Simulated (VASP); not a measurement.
All values below come from PBE GGA, VASP's PBE PAW potentials (set 64) (plane waves; VASP).

VASP input:

### KPOINTS
```
Automatic
0
gamma
5 5 3
```

**POSCAR**
```
Te
1
    2.2572060000    -3.9095950000     0.0000000000
    2.2572060000     3.9095950000     0.0000000000
    0.0000000000     0.0000000000     6.0023460000
Te
3
Direct
  0.0000000000   0.2630000000   0.6666670000
  0.7370000000   0.7370000000   0.0000000000
  0.2630000000   0.0000000000   0.3333330000
```

**INCAR**
```
SYSTEM = Te
PREC = Accurate; ENCUT = 300; LREAL = F
LASPH = T
EDIFF = 1E-8; NELM = 100; ALGO = Normal
LMAXMIX = 4
ISMEAR = -1; SIGMA = 0.05
GGA = PE
IBRION = 8; NSW = 1; ISIF = 2
LWAVE = F; LCHARG = F
LEPSILON = T
```

POTCAR, in this order: Te (PBE.64 set). Program: vasp_std.

What VASP printed:

File OSZICAR:
```
...
RMM:  64    -0.768088050089E+01   -0.16535E-05    0.10188E-03  1665   0.668E-04    0.677E-05
RMM:  65    -0.768087897181E+01    0.15291E-05    0.14053E-03  1662   0.666E-04    0.114E-05
RMM:  66    -0.768088070858E+01   -0.17368E-05    0.86905E-04  1663   0.667E-04    0.783E-05
RMM:  67    -0.768087976358E+01    0.94500E-06    0.13620E-03  1662   0.669E-04    0.137E-05
RMM:  68    -0.768088063622E+01   -0.87264E-06    0.93513E-04  1663   0.669E-04    0.685E-05
RMM:  69    -0.768087818311E+01    0.24531E-05    0.14550E-03  1663   0.665E-04    0.121E-05
RMM:  70    -0.768088058994E+01   -0.24068E-05    0.98166E-04  1664   0.667E-04    0.731E-05
RMM:  71    -0.768087949475E+01    0.10952E-05    0.14033E-03  1661   0.669E-04    0.132E-05
RMM:  72    -0.768088028464E+01   -0.78989E-06    0.93671E-04  1664   0.668E-04    0.688E-05
RMM:  73    -0.768087795546E+01    0.23292E-05    0.14725E-03  1661   0.665E-04    0.135E-05
RMM:  74    -0.768088018488E+01   -0.22294E-05    0.10382E-03  1665   0.667E-04    0.685E-05
RMM:  75    -0.768087899023E+01    0.11946E-05    0.14147E-03  1662   0.667E-04    0.104E-05
RMM:  76    -0.768088031215E+01   -0.13219E-05    0.88901E-04  1663   0.667E-04    0.715E-05
RMM:  77    -0.768087925793E+01    0.10542E-05    0.14104E-03  1664   0.668E-04    0.125E-05
RMM:  78    -0.768088058461E+01   -0.13267E-05    0.98584E-04  1661   0.668E-04    0.682E-05
RMM:  79    -0.768087881092E+01    0.17737E-05    0.14101E-03  1663   0.666E-04    0.925E-06
 Linear response to external field, progress :
  Direction:   3
       N       E                     dE             d eps       ncg     rms          rms(c)
RMM:   1    -0.131534766593E+02   -0.13153E+02   -0.10094E+02   786   0.804E+00
RMM:   2    -0.137886392687E+02   -0.63516E+00   -0.19437E-01   581   0.181E+00    0.511E+00
RMM:   3    -0.135069057420E+02    0.28173E+00   -0.32397E-01   578   0.304E+00    0.273E+00
RMM:   4    -0.138546672476E+02   -0.34776E+00   -0.30667E-01   570   0.316E+00    0.480E-01
RMM:   5    -0.139568773732E+02   -0.10221E+00   -0.11634E-02   582   0.760E-01    0.171E-01
RMM:   6    -0.139925557173E+02   -0.35678E-01   -0.84207E-04   591   0.189E-01    0.861E-02
RMM:   7    -0.140014040691E+02   -0.88484E-02   -0.67384E-04   579   0.737E-02    0.270E-02
RMM:   8    -0.140036521992E+02   -0.22481E-02   -0.65433E-05   573   0.257E-02    0.140E-02
RMM:   9    -0.140040890887E+02   -0.43689E-03   -0.80913E-05   610   0.820E-03    0.414E-03
RMM:  10    -0.140040630227E+02    0.26066E-04    0.27741E-05   630   0.199E-03    0.231E-03
RMM:  11    -0.140040738036E+02   -0.10781E-04   -0.33394E-06   634   0.673E-04    0.374E-04
RMM:  12    -0.140040882784E+02   -0.14475E-04   -0.22400E-06   599   0.373E-04    0.570E-05
RMM:  13    -0.140040865317E+02    0.17468E-05   -0.56432E-06   447   0.126E-04    0.942E-05
RMM:  14    -0.140040874495E+02   -0.91780E-06   -0.47335E-06   170   0.799E-05    0.319E-05
RMM:  15    -0.140040871869E+02    0.26260E-06   -0.37174E-06   116   0.770E-05    0.221E-05
RMM:  16    -0.140040873576E+02   -0.17073E-06   -0.57460E-06   113   0.772E-05    0.126E-05
RMM:  17    -0.140040873532E+02    0.44124E-08   -0.36212E-06   111   0.774E-05    0.151E-05
RMM:  18    -0.140040874291E+02   -0.75882E-07   -0.57936E-06   112   0.780E-05    0.397E-06
 Linear response DOF=           2
 Linear response progress:
  Degree of freedom:   1/  2
       N       E                     dE             d eps       ncg     rms          rms(c)
RMM:   1    -0.479988004627E-01   -0.47999E-01    0.34038E-02  2197   0.120E+00
RMM:   2    -0.466182256039E-01    0.13806E-02   -0.24966E-03  1511   0.319E-01    0.816E-02
RMM:   3    -0.465195802316E-01    0.98645E-04   -0.10268E-04  1575   0.687E-02    0.520E-02
RMM:   4    -0.464546197913E-01    0.64960E-04   -0.32743E-05  1602   0.331E-02    0.155E-02
RMM:   5    -0.464611942706E-01   -0.65745E-05   -0.18643E-05  1652   0.101E-02    0.740E-03
RMM:   6    -0.464783312514E-01   -0.17137E-04   -0.80263E-06  1584   0.429E-03    0.847E-04
RMM:   7    -0.464759506344E-01    0.23806E-05    0.12294E-06  1664   0.106E-03    0.696E-04
RMM:   8    -0.464760106218E-01   -0.59987E-07    0.25833E-07  1645   0.443E-04    0.134E-04
RMM:   9    -0.464760149864E-01   -0.43647E-08   -0.73635E-08  1929   0.108E-04    0.126E-04
 Linear response progress:
  Degree of freedom:   2/  2
       N       E                     dE             d eps       ncg     rms          rms(c)
RMM:   1    -0.565636503081E-01   -0.56564E-01    0.44772E-02  2330   0.122E+00
RMM:   2    -0.537529628614E-01    0.28107E-02   -0.30771E-03  1503   0.343E-01    0.202E-01
RMM:   3    -0.536007930668E-01    0.15217E-03   -0.37171E-04  1560   0.963E-02    0.133E-01
RMM:   4    -0.535763213006E-01    0.24472E-04    0.16954E-07  1614   0.279E-02    0.622E-02
RMM:   5    -0.535781723762E-01   -0.18511E-05   -0.19807E-05  1580   0.187E-02    0.406E-03
RMM:   6    -0.535779029238E-01    0.26945E-06   -0.13711E-05  1628   0.461E-03    0.252E-03
RMM:   7    -0.535788500597E-01   -0.94714E-06   -0.31551E-06  1587   0.212E-03    0.611E-04
RMM:   8    -0.535797107631E-01   -0.86070E-06   -0.31002E-06  1738   0.548E-04    0.312E-04
RMM:   9    -0.535801329178E-01   -0.42215E-06   -0.20803E-07  1646   0.309E-04    0.401E-05
RMM:  10    -0.535801164846E-01    0.16433E-07   -0.27783E-07  2191   0.842E-05    0.235E-05
RMM:  11    -0.535801402665E-01   -0.23782E-07   -0.39091E-07  2206   0.602E-05    0.800E-06
RMM:  12    -0.535801247786E-01    0.15488E-07   -0.16065E-07  2313   0.487E-05    0.200E-06
RMM:  13    -0.535801307128E-01   -0.59342E-08   -0.10959E-07  2220   0.453E-05    0.179E-06
RMM:  14    -0.535801535707E-01   -0.22858E-07   -0.65480E-07  1908   0.444E-05    0.122E-06
RMM:  15    -0.535801343905E-01    0.19180E-07   -0.15222E-08  1880   0.451E-05    0.785E-07
RMM:  16    -0.535801065802E-01    0.27810E-07   -0.11006E-07  1856   0.451E-05    0.922E-07
RMM:  17    -0.535801234406E-01   -0.16860E-07    0.98573E-07  1783   0.447E-05    0.162E-06
RMM:  18    -0.535801490504E-01   -0.25610E-07   -0.21229E-06  1753   0.450E-05    0.611E-07
RMM:  19    -0.535801089371E-01    0.40113E-07   -0.24483E-07  1740   0.450E-05    0.896E-07
RMM:  20    -0.535801548137E-01   -0.45877E-07   -0.10688E-06  1722   0.449E-05    0.119E-06
RMM:  21    -0.535800987492E-01    0.56065E-07    0.23084E-06  1731   0.446E-05    0.619E-07
RMM:  22    -0.535801421500E-01   -0.43401E-07   -0.18841E-07  1723   0.449E-05    0.882E-07
RMM:  23    -0.535801124201E-01    0.29730E-07    0.13814E-06  1708   0.449E-05    0.120E-06
RMM:  24    -0.535801825226E-01   -0.70102E-07   -0.25912E-06  1709   0.450E-05    0.117E-06
RMM:  25    -0.535801011881E-01    0.81335E-07    0.17577E-06  1715   0.453E-05    0.632E-07
RMM:  26    -0.535801577020E-01   -0.56514E-07   -0.13729E-06  1711   0.454E-05    0.186E-06
RMM:  27    -0.535800950985E-01    0.62604E-07    0.26381E-06  1709   0.451E-05    0.139E-06
RMM:  28    -0.535801788849E-01   -0.83786E-07   -0.25892E-06  1707   0.455E-05    0.152E-06
RMM:  29    -0.535800898287E-01    0.89056E-07    0.16063E-06  1709   0.455E-05    0.156E-06
RMM:  30    -0.535801990096E-01   -0.10918E-06   -0.28305E-06  1707   0.453E-05    0.171E-06
RMM:  31    -0.535800806453E-01    0.11836E-06    0.33791E-06  1708   0.454E-05    0.110E-06
RMM:  32    -0.535801532998E-01   -0.72654E-07   -0.74405E-07  1711   0.455E-05    0.220E-06
RMM:  33    -0.535800872805E-01    0.66019E-07    0.25580E-06  1713   0.453E-05    0.151E-06
RMM:  34    -0.535801964021E-01   -0.10912E-06   -0.35282E-06  1710   0.454E-05    0.158E-06
RMM:  35    -0.535800942487E-01    0.10215E-06    0.12480E-06  1713   0.456E-05    0.174E-06
RMM:  36    -0.535801883900E-01   -0.94141E-07   -0.24841E-06  1718   0.454E-05    0.176E-06
 Linear response finished
```

OUTCAR:
```
------------------------ aborting loop because EDIFF is reached ----------------------------------------

 HEAD OF MICROSCOPIC STATIC DIELECTRIC TENSOR (INDEPENDENT PARTICLE, excluding Hartree and local field effects)
 ------------------------------------------------------
          28.120377     0.000000    -0.000000
           0.000000    28.120370    -0.000000
          -0.000000    -0.000000    48.124032
 ------------------------------------------------------

 MACROSCOPIC STATIC DIELECTRIC TENSOR (including local field effects in DFT)
 ------------------------------------------------------
          25.808656     0.000000     0.000000
           0.000000    25.808650    -0.000000
          -0.000000     0.000000    46.350926
 ------------------------------------------------------

 PIEZOELECTRIC TENSOR (including local field effects)  for field in x, y, z        (e  Angst)
          XX          YY          ZZ          XY          YZ          ZX
  --------------------------------------------------------------------------------
  x     2.88258    -2.88258     0.00000     0.00000     0.34485     0.00000
  y     0.00000     0.00000     0.00000    -2.88258     0.00000    -0.34486
  z     0.00000     0.00000     0.00000    -0.00001     0.00000    -0.00000

 PIEZOELECTRIC TENSOR (including local field effects)  for field in x, y, z        (C/m^2)
          XX          YY          ZZ          XY          YZ          ZX
  --------------------------------------------------------------------------------
  x     0.43595    -0.43595     0.00000     0.00000     0.05215     0.00000
  y     0.00000     0.00000     0.00000    -0.43595     0.00000    -0.05216
  z     0.00000     0.00000     0.00000    -0.00000     0.00000    -0.00000

 BORN EFFECTIVE CHARGES (including local field effects) (in |e|, cummulative output)
 ---------------------------------------------------------------------------------
 ion    1
    1    -1.13370     1.96363    -1.75323
    2     1.96363     1.13370     1.01223
    3    -2.13733     1.23399    -0.00000
 ion    2
    1     2.26740     0.00000     0.00000
    2     0.00000    -2.26740    -2.02445
    3     0.00000    -2.46798    -0.00000
 ion    3
    1    -1.13370    -1.96363     1.75323
    2    -1.96363     1.13370     1.01223
    3     2.13733     1.23399    -0.00000

   1 f  =    4.048687 THz    25.438649 2PiTHz  135.049652 cm-1    16.744015 meV
             X         Y         Z           dx          dy          dz
      0.593645  1.028223  4.001566    -0.112358    0.193629    0.651924
      3.327122  0.000000  0.000000     0.223007   -0.000006    0.000020
      0.593645 -1.028223  2.000780    -0.112368   -0.193623   -0.651944

   2 f  =    4.048687 THz    25.438649 2PiTHz  135.049652 cm-1    16.744015 meV
             X         Y         Z           dx          dy          dz
      0.593645  1.028223  4.001566    -0.193629   -0.111212    0.376411
      3.327122  0.000000  0.000000     0.000006    0.224152   -0.752788
      0.593645 -1.028223  2.000780     0.193623   -0.111222    0.376377

   3 f  =    3.505987 THz    22.028765 2PiTHz  116.947132 cm-1    14.499590 meV
             X         Y         Z           dx          dy          dz
      0.593645  1.028223  4.001566    -0.288675   -0.500000   -0.000000
      3.327122  0.000000  0.000000     0.577350   -0.000000    0.000000
      0.593645 -1.028223  2.000780    -0.288675    0.500000    0.000000

   4 f  =    2.479127 THz    15.576816 2PiTHz   82.694782 cm-1    10.252842 meV
             X         Y         Z           dx          dy          dz
      0.593645  1.028223  4.001566    -0.460413   -0.267337   -0.157504
      3.327122  0.000000  0.000000    -0.001148    0.532108    0.316189
      0.593645 -1.028223  2.000780     0.461560   -0.265348   -0.158685

   5 f  =    2.479127 THz    15.576816 2PiTHz   82.694782 cm-1    10.252842 meV
             X         Y         Z           dx          dy          dz
      0.593645  1.028223  4.001566     0.266952   -0.460412    0.274168
      3.327122  0.000000  0.000000    -0.532493   -0.001148   -0.000682
      0.593645 -1.028223  2.000780     0.264964    0.461560   -0.273486

   6 f  =    2.372373 THz    14.906057 2PiTHz   79.133833 cm-1     9.811340 meV
             X         Y         Z           dx          dy          dz
      0.593645  1.028223  4.001566    -0.499999    0.288675   -0.000144
      3.327122  0.000000  0.000000    -0.000000   -0.577351   -0.000145
      0.593645 -1.028223  2.000780     0.499999    0.288675   -0.000144

   7 f/i=    0.000593 THz     0.003723 2PiTHz    0.019764 cm-1     0.002450 meV
             X         Y         Z           dx          dy          dz
      0.593645  1.028223  4.001566    -0.000125    0.000072    0.577350
      3.327122  0.000000  0.000000    -0.000000   -0.000144    0.577350
      0.593645 -1.028223  2.000780     0.000125    0.000072    0.577350

   8 f/i=    0.004101 THz     0.025764 2PiTHz    0.136779 cm-1     0.016958 meV
             X         Y         Z           dx          dy          dz
      0.593645  1.028223  4.001566    -0.000265   -0.577372    0.000426
      3.327122  0.000000  0.000000    -0.000226   -0.577305   -0.000852
      0.593645 -1.028223  2.000780    -0.000188   -0.577372    0.000426

   9 f/i=    0.004101 THz     0.025764 2PiTHz    0.136779 cm-1     0.016958 meV
             X         Y         Z           dx          dy          dz
      0.593645  1.028223  4.001566    -0.577328    0.000188   -0.000738
      3.327122  0.000000  0.000000    -0.577394    0.000226    0.000000
      0.593645 -1.028223  2.000780    -0.577328    0.000265    0.000738

 MACROSCOPIC STATIC DIELECTRIC TENSOR IONIC CONTRIBUTION
 ------------------------------------------------------
          11.287630    -0.000000     0.000000
          -0.000000    11.287627    -0.000000
           0.000000    -0.000000    10.621849
 ------------------------------------------------------

 ELASTIC MODULI CONTR FROM IONIC RELAXATION (kBar)
 Direction    XX          YY          ZZ          XY          YZ          ZX
 --------------------------------------------------------------------------------
 XX        -263.3835   -102.9762   -233.8107      0.0000    120.5847     -0.0000
...
```
(Selected blocks of OUTCAR.)

The dielectric response may not be converged in the k-mesh; for small gaps it tends to come out too large. Tensors are in the Cartesian frame of the cell as typed.

The structure is a typed Te crystal (P3_121). The cell was not relaxed at this level. The run is one of a series of settings (EDIFF = 1E-8, IBRION = 8, LEPSILON = .TRUE., NSW = 1 against the base run), some of them coarse on purpose.
